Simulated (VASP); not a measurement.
VASP ran on this input.

### INCAR
```
! general
SYSTEM   =  La
PREC     =  Accurate
ENCUT    =  480
LREAL    =  F   ! projection in real space or not
LASPH    =  T   ! aspherical one-centre terms

! electronic loop
EDIFF    =  1E-7   ! SCF stop (eV)
NELM     =  100   ! most electronic steps
ALGO     =  Normal   ! blocked Davidson
LMAXMIX  =  6   ! l cut-off of mixed one-centre charges

! smearing
ISMEAR   =  1
SIGMA    =  0.1

! functional
GGA      =  PS

! ions
ISIF     =  2

! output
LWAVE    =  F
LCHARG   =  F
```

**KPOINTS**
```
Automatic mesh
0
gamma
 10 10 4
```

**POSCAR**
```
La
1.0
  1.8294854390  -3.1687619394   0.0000000000
  1.8294854390   3.1687619394   0.0000000000
  0.0000000000   0.0000000000  11.7064403368
La
4
direct
  1.0000000000   1.0000000000   0.5000000000
  1.0000000000   1.0000000000   1.0000000000
  0.3333330000   0.6666670000   0.2500000000
  0.6666670000   0.3333330000   0.7500000000
```

POTCAR, in this order: La (PBE.64 set). Program: vasp_std.

Problem. Translate this PBEsol calculation to Ansatz.

Solution. One equivalent input (not run):
Ansatz 0.2 input:
```yaml
crystal:
  lattice:
    - [1.8294854, -3.1687619, 0.0000000]
    - [1.8294854, 3.1687619, 0.0000000]
    - [0.0000000, 0.0000000, 11.7064403]
  atoms:
    - { symbol: La, position: [1.0000000, 1.0000000, 0.5000000] }
    - { symbol: La, position: [1.0000000, 1.0000000, 1.0000000] }
    - { symbol: La, position: [0.3333330, 0.6666670, 0.2500000] }
    - { symbol: La, position: [0.6666670, 0.3333330, 0.7500000] }
kpoints:
  mp_grid: { grid: [10, 10, 4] }
hamiltonian:
  xc: pbesol
  pseudopotentials: { kind: paw }
scf:
  occupations: { method: methfessel_paxton, width: 0.1 }
  max_iter: 100
output: { forces: true, stress: true, eigenvalues: true }
```
Limits of the translation: each code has its own PAW files, so the cut-off isn't converted (ENCUT is set for VASP's; basis.ecutwfc is left out, and Ansatz then takes the one that its files recommend); Ansatz stops its SCF on the density residual and VASP on the energy change (EDIFF).

The compound is La in the dhcp structure. It was relaxed first, which changed the volume by -9 %.
